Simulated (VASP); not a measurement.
Given:

```
MgI2
1.0
    2.10411    -3.64442     0.00000
    2.10411     3.64442     0.00000
    0.00000     0.00000     7.56933
Mg I
1 2
Direct
  0.00000   0.00000   0.00000
  0.33333   0.66667   0.22066
  0.66667   0.33333   0.77934
```

Calculation: PBE GGA, VASP's PBE PAW potentials (set 64) (plane waves; VASP 6.6.1). Run with 520 eV cut-off, Gaussian smearing of 0.050 eV, potentials Mg I.

Without a dispersion term in the relaxation, distances and binding between the weakly bound layers, chains or molecules are unreliable, and so is what depends on them. Unless said otherwise, spin-orbit coupling is left out, though it shifts the bands of the heavy elements here.

Problem. Predict the band gap (along the path) with the smallest direct gap where there is one.

Solution. 
```json
{
  "band gap (along the path)": "3.61 eV",
  "smallest direct gap (along the path)": "3.70 eV"
}
```

Only differences to runs with the same potentials and settings are physical.

The compound is MgI2 in the 1T layered structure. It was relaxed first, which changed the volume by +13 %.
